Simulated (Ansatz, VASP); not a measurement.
**Two plane-wave programs on RbZn2**

The input INCAR:

```
SYSTEM = RbZn2
ALGO = Normal
DIPOL = 0.5 0.5 0.500
EDIFF = 1E-6
ENCUT = 520
GGA = PE
IDIPOL = 3
ISIF = 2
ISMEAR = 0
LASPH = .TRUE.
LCHARG = .TRUE.
LDIPOL = .TRUE.
LELF = .TRUE.
LREAL = .FALSE.
LVACPOTAV = .TRUE.
LVHAR = .TRUE.
LWAVE = .FALSE.
NBANDS = 24
NELM = 80
PREC = Accurate
SIGMA = 0.1
```

KPOINTS

```
k-points
0
G
  4 4 1
  0 0 0
```

File POSCAR:

```
RbZn2
1.0
    4.6414534400      0.0000000000      0.0000000000
    0.0000000000      4.6414534400      0.0000000000
    0.0000000000      0.0000000000     17.0000000000
Rb Zn
1 2
Direct
    0.0000000000      0.0000000000      0.5000000000
    0.5000000000      0.5000000000      0.4260714000
    0.5000000000      0.5000000000      0.5739286000
```

Input for Ansatz:

```yaml
crystal:
  lattice:
    - [4.64145344, 0.0, 0.0]
    - [0.0, 4.64145344, 0.0]
    - [0.0, 0.0, 17.0]
  atoms:
    - { symbol: Rb, position: [0.0, 0.0, 0.5] }
    - { symbol: Zn, position: [0.5, 0.5, 0.4260714] }
    - { symbol: Zn, position: [0.5, 0.5, 0.5739286] }
  periodic: [true, true, false]
basis:
  ecutwfc: 420
kpoints:
  mp_grid: { grid: [4, 4, 1] }
hamiltonian:
  xc: pbe
scf:
  occupations: { method: gaussian, width: 0.1 }
  lower_state_search: "off"
output:
  forces: true
  stress: true
  eigenvalues: true
```

Change from the starting cell: species swapped into a sheet of the CeSi2 type.

Alike in both runs: task single point; functional PBE; k mesh 4 × 4 × 1; occupations gaussian, width 0.1 eV; no spin polarisation.

|  | VASP | Ansatz |
| --- | --- | --- |
| version | VASP 6.6.1 | Ansatz 0.2.0 |
| potentials or method | VASP PAW PBE potentials, release 64 (Rb_sv, Zn) | scalar-relativistic, plane waves, PAW |
| plane-wave cutoff (eV) | 520 | 420 |
| valence electrons in the cell | 33 | 33 |

Ansatz gave:

```
gap on the k mesh at the Fermi level (eV) : none
rms of the force components (eV/Å)        : 0.266
```

**Question.** Which values does VASP return?

**Answer.** gap on the k mesh at the Fermi level (eV): none; rms of the force components (eV/Å): 0.274.

Atom by atom the forces differ by 0.008 eV/Å (rms over components). A gap of «none» marks a metal or a gap that the smearing closes. Ansatz warned: «slab_cell_height_set».
